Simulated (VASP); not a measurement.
The input files of a VASP run:

File KPOINTS:
```
K-points
0
gamma
4 7 4
```

**INCAR**
```
! general
SYSTEM  = ReSe2
PREC    = Accurate
ENCUT   = 400   ! plane-wave cut-off (eV)
LREAL   = .FALSE.   ! projection in real space or not
LASPH   = .TRUE.   ! aspherical one-centre terms

! electronic loop
EDIFF   = 1E-6
NELM    = 100
ALGO    = Normal   ! blocked Davidson
LMAXMIX = 6

! smearing
ISMEAR  = 1
SIGMA   = 0.1

! functional
GGA     = PS

! ions
IBRION  = 2   ! conjugate gradients
NSW     = 60   ! most ionic steps
ISIF    = 3   ! ions, shape and volume
EDIFFG  = -0.02   ! ionic stop

! output
LWAVE   = .FALSE.
LCHARG  = .FALSE.
```

File POSCAR:
```
ReSe2
1
    6.6624656169     0.0000000000     0.0000000000
    0.0000000000     3.9023577650     0.0000000000
    0.0000000000     0.0000000000     8.3413012758
Re Se
4 8
Direct
  0.7401637291   0.2500000000   0.5791633756
  0.2401637291   0.2500000000   0.9208366244
  0.2598362709   0.7500000000   0.4208366244
  0.7598362709   0.7500000000   0.0791633756
  0.6276114641   0.2500000000   0.8958404872
  0.1276114641   0.2500000000   0.6041595128
  0.3723885359   0.7500000000   0.1041595128
  0.8723885359   0.7500000000   0.3958404872
  0.4857555459   0.2500000000   0.3606895566
  0.9857555459   0.2500000000   0.1393104434
  0.5142444541   0.7500000000   0.6393104434
  0.0142444541   0.7500000000   0.8606895566
```

POTCAR, in this order: Re Se (PBE.64 set). Program: vasp_std.

Problem. Translate this PBEsol calculation to Quantum ESPRESSO's pw.x.

Solution. One equivalent input (not run):
```
&CONTROL
  calculation = 'vc-relax'
  pseudo_dir = './pseudo'
  outdir = './out'
  tprnfor = .true.
  tstress = .true.
  nstep = 60
  forc_conv_thr = 0.00078
/
&SYSTEM
  ibrav = 0
  nat = 12
  ntyp = 2
  ecutwfc = 86
  occupations = 'smearing'
  smearing = 'methfessel-paxton'
  degauss = 0.00735
  input_dft = 'pbesol'
/
&ELECTRONS
  conv_thr = 7.3e-08
  electron_maxstep = 100
/
&IONS
/
&CELL
/
ATOMIC_SPECIES
  Re 186.207 Re.upf
  Se 78.971 Se.upf
CELL_PARAMETERS angstrom
     6.6624656    0.0000000    0.0000000
     0.0000000    3.9023578    0.0000000
     0.0000000    0.0000000    8.3413013
ATOMIC_POSITIONS crystal
  Re   0.7401637  0.2500000  0.5791634
  Re   0.2401637  0.2500000  0.9208366
  Re   0.2598363  0.7500000  0.4208366
  Re   0.7598363  0.7500000  0.0791634
  Se   0.6276115  0.2500000  0.8958405
  Se   0.1276115  0.2500000  0.6041595
  Se   0.3723885  0.7500000  0.1041595
  Se   0.8723885  0.7500000  0.3958405
  Se   0.4857555  0.2500000  0.3606896
  Se   0.9857555  0.2500000  0.1393104
  Se   0.5142445  0.7500000  0.6393104
  Se   0.0142445  0.7500000  0.8606896
K_POINTS automatic
  4 7 4 0 0 0
```
What does not carry over: the potentials are each code's own (VASP's PAW set, PseudoDojo norm-conserving files in pw.x), so ENCUT and ecutwfc are chosen apart and not converted; conv_thr bounds pw.x's estimated SCF error, while EDIFF bounds the energy change between steps; forc_conv_thr acts on force components and is met together with etot_conv_thr.

The structure was generated: ReSe2 was put into the cotunnite type (Pnma), which need not be its known phase. This run relaxes it. Symmetry was kept, so distortions that lower it aren't found. The start is the result of an earlier pass.
